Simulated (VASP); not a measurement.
Method: PBEsol GGA, VASP's PBE PAW potentials (set 64) (plane waves; VASP). For the alloy's cell: Run with 400 eV cut-off, 14×14×4 Γ-centred mesh, tetrahedra with Blöchl corrections, potentials Pd Al.

```tsv
end member	E (eV/atom)	V (Å³/atom)	gap (eV)
Al (fcc)	-4.0930	16.14	0.00
Pd (fcc)	-5.9608	14.51	0.00
```

An ordered cell with a fraction 0.25 of the second end member relaxes to

```cif
data_Al9Pd3
_chemical_formula_sum 'Pd3 Al9'
_space_group_name_H-M_alt 'R-3m :H'
_space_group_IT_number 166
_space_group_name_Hall '-R 3 2"'
_cell_length_a 2.93519
_cell_length_b 2.93519
_cell_length_c 24.87125
_cell_angle_alpha 90.000
_cell_angle_beta 90.000
_cell_angle_gamma 120.000
loop_
_atom_site_label
_atom_site_type_symbol
_atom_site_symmetry_multiplicity
_atom_site_Wyckoff_symbol
_atom_site_fract_x
_atom_site_fract_y
_atom_site_fract_z
_atom_site_occupancy
Pd1 Pd 3 a 0.00000 0.00000 0.00000 1
Al1 Al 6 c 0.00000 0.00000 0.25506 1
Al2 Al 3 b 0.00000 0.00000 0.50000 1
```
(The calculation used a cell of 4 atoms; values per cell refer to that cell.)

Q: Estimate the mixing energy, the deviation from a linear volume and the gap.

A: Its energy is -4.9514 eV/atom, so the mixing energy is -391 meV/atom. The volume of 15.46 Å³/atom lies -1.7 % from the linear mean. The cell is without a gap at this level.
